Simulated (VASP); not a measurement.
```xyz
1
Lattice="2.5869 0.0000 0.0000 0.0000 2.5869 0.0000 0.0000 0.0000 2.5869" Properties=species:S:1:pos:R:3 pbc="T T T"
Pd     0.0000     0.0000     0.0000
```

All values below come from r2SCAN meta-GGA with spin-orbit coupling, VASP's PBE PAW potentials (set 64) (plane waves; VASP). Numerical set-up: 400 eV cut-off, 13×13×13 Γ-centred mesh, Gaussian smearing of 0.050 eV, potentials Pd.

Problem. Estimate the energy per atom (σ→0), band gap (over mesh and band path) with the smallest direct gap where there is one.

Solution. 
| Item | Result |
|---|---|
| band gap (over mesh and band path) | none (metal, semimetal or under 0.01 eV) |
| energy per atom (σ→0) | -22.499 eV/atom |

The absolute energy has meaning only against runs of the same code, potentials and settings.

The structure was generated: Pd was put into the simple-cubic type (Pm-3m), which need not be its known phase. It was relaxed first, which changed the volume by +5 %.
